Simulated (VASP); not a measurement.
```
CELL_PARAMETERS angstrom
     -1.64206     1.63416     3.98429
      1.64206    -1.63416     3.98429
      1.64206     1.63416    -3.98429
ATOMIC_POSITIONS crystal
  Si 0.66500 0.66500 0.00000
  Si 0.33500 0.33500 0.00000
  Mo 0.00000 0.00894 0.00894
```

Level of theory: PBE GGA, VASP's PBE PAW potentials (set 64) (plane waves; VASP 6.6.1). Settings: 500 eV cut-off, 12×12×12 Γ-centred mesh, first-order Methfessel-Paxton smearing of 0.10 eV, potentials Si Mo_sv.

Question: Which forces act on the atoms, in eV/Å?

Answer: 
```tsv
atom	Fx	Fy	Fz
Si1	0.107	0.000	-0.104
Si2	0.107	0.000	0.104
Mo3	-0.215	0.000	0.000
```

Question: Give the stress tensor in GPa (positive for a compressed cell).

Answer: 
```
-9.71   0.00   0.00
 0.00  -8.42   0.00
 0.00   0.00  -8.16
```
The pressure is its mean diagonal, -8.76 GPa.

The compound is MoSi2 in the MoSi2 type structure. The cell was not relaxed at this level. The run is one of a series of settings (ENCUT = 500 against the base run), some of them coarse on purpose.
